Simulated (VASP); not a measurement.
A convergence study with VASP on As (a7): a few settings are varied, all else stays as given below, so the limit is that of these other settings. The cell's lengths are 1 % over those of the tabulated start and one atom is moved, so it is off equilibrium.

```
As
1.0
    3.71717    -1.89880     0.00000
    3.71717     1.89880     0.00000
    2.74722     0.00000     3.14254
As
2
Direct
  0.22700   0.22700   0.22700
  0.78115   0.78115   0.77300
```

Computed with PBE GGA, VASP's PBE PAW potentials (set 64) (plane waves; VASP). The last row used: 900 eV cut-off, 10×10×10 Γ-centred mesh, first-order Methfessel-Paxton smearing of 0.10 eV, potentials As_d.

Energies of different potentials or hybrids have different zeros.

```csv
setting,E (eV/atom),pressure (GPa),largest force (eV/Å),plane waves
"ENCUT = 520, POTCAR As",-4.6612,2.61,0.624,1208
"ENCUT = 700, POTCAR As",-4.6613,2.61,0.624,1891
"ENCUT = 900, POTCAR As",-4.6613,2.61,0.624,2748
"ENCUT = 300, POTCAR As_d",-4.6688,2.37,0.586,541
"ENCUT = 400, POTCAR As_d",-4.6701,2.18,0.582,822
"ENCUT = 520, POTCAR As_d",-4.6707,2.43,0.582,1208
"ENCUT = 700, POTCAR As_d",-4.6708,2.42,0.581,1891
"ENCUT = 900, POTCAR As_d",-4.6708,2.42,0.581,2748
```

Left out are rungs that failed or repeat a setting and relaxations that didn't move; long series are thinned to 24 rows.

The compound is As in the a7 structure. The cell was not relaxed at this level, it is distorted from the ideal structure.
